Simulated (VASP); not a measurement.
```
CELL_PARAMETERS angstrom
      2.32480    -4.02667     0.00000
      2.32480     4.02667     0.00000
      0.00000     0.00000     7.32642
ATOMIC_POSITIONS crystal
  Mg 0.00000 0.00000 0.00000
  Mg 0.33333 0.66667 0.63377
  Mg 0.66667 0.33333 0.36623
  Sb 0.33333 0.66667 0.22696
  Sb 0.66667 0.33333 0.77304
```

Level of theory: RPBE GGA, VASP's PBE PAW potentials (set 64) (plane waves; VASP). Numerical set-up: 520 eV cut-off, Gaussian smearing of 0.050 eV, potentials Mg Sb.

Unless said otherwise, spin-orbit coupling is left out, though it shifts the bands of the heavy elements here.

Task: Give the energies of bands 3 to 11 at the high-symmetry points, in eV from the valence-band maximum.

Result: 
```csv
band,Γ,M,K,A,L,H
3,-4.72,-4.51,-4.19,-2.98,-4.74,-4.16
4,-1.09,-3.64,-3.49,-2.90,-4.41,-4.16
5,-1.09,-3.11,-3.49,-0.80,-1.80,-3.85
6,-0.42,-2.23,-2.46,-0.80,-1.63,-3.19
7,-0.42,-2.11,-2.46,-0.73,-1.60,-0.95
8,0.00,-0.89,-2.42,-0.73,-1.46,-0.95
9,0.93,0.38,0.32,1.69,0.42,1.76
10,1.13,1.89,4.07,1.72,1.37,1.76
11,2.98,2.18,4.10,2.65,1.71,2.44
```

The gap is indirect, 0.22 eV, from the valence maximum at Γ to the conduction minimum at L-M at 0.33.

The compound is Mg3Sb2 in the a-la2o3 structure. It was relaxed first, which changed the volume by +5 %.
